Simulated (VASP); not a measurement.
A convergence study with VASP on SnO₂ (rutile): one setting is varied, all else stays as given below, so the limit is that of these other settings.

```yaml
crystal:
  lattice:
    - [4.74000, 0.00000, 0.00000]
    - [0.00000, 4.74000, 0.00000]
    - [0.00000, 0.00000, 3.19000]
  atoms:
    - { symbol: Sn, position: [0.00000, 0.00000, 0.00000] }
    - { symbol: Sn, position: [0.50000, 0.50000, 0.50000] }
    - { symbol: O, position: [0.30700, 0.30700, 0.00000] }
    - { symbol: O, position: [0.80700, 0.19300, 0.50000] }
    - { symbol: O, position: [0.19300, 0.80700, 0.50000] }
    - { symbol: O, position: [0.69300, 0.69300, 0.00000] }
```

The numbers are results of LDA (Ceperley-Alder, Perdew-Zunger), VASP's LDA PAW potentials (set 64) (plane waves; VASP), not measurements. The tightest run used: 700 eV cut-off, 10×10×16 Γ-centred mesh, Gaussian smearing of 0.050 eV, potentials Sn_d O.

Question: The settings run are 1×1×1 mesh; 1×1×2 mesh; 2×2×3 mesh; 3×3×5 mesh; 4×4×7 mesh; 6×6×9 mesh; 6×6×10 mesh; 7×7×11 mesh; 8×8×12 mesh; 8×8×13 mesh; 9×9×15 mesh; 10×10×16 mesh. From which on does the energy per atom stay within 0.002 eV/atom of the tightest run?

Answer: From 3×3×5 mesh on: it is off by 0.0011 there and by no more than 0.002 in any finer run, while 2×2×3 mesh is off by 0.0166.
```tsv
setting	E (eV/atom)	pressure (GPa)	largest force (eV/Å)	irreducible k-points	difference judged (eV/atom)
1×1×1 mesh	-5.4308	1.05	0.478	1	1.6200
1×1×2 mesh	-6.8988	-5.03	0.048	2	0.1520
2×2×3 mesh	-7.0341	-0.74	0.143	6	0.0166
3×3×5 mesh	-7.0496	-0.47	0.153	9	0.0011
4×4×7 mesh	-7.0506	-0.41	0.153	24	0.0002
6×6×9 mesh	-7.0508	-0.40	0.153	50	0.0000
6×6×10 mesh	-7.0508	-0.40	0.153	60	0.0000
7×7×11 mesh	-7.0508	-0.39	0.153	60	0.0000
8×8×12 mesh	-7.0508	-0.39	0.153	105	0.0000
8×8×13 mesh	-7.0508	-0.39	0.153	105	0.0000
9×9×15 mesh	-7.0508	-0.39	0.153	120	0.0000
10×10×16 mesh	-7.0508	-0.39	0.153	189	0.0000
```

Left out are rungs that failed or repeat a setting and relaxations that didn't move; long series are thinned to 24 rows.

The compound is SnO2 in the rutile structure. The cell was not relaxed at this level, forces remain on its atoms.
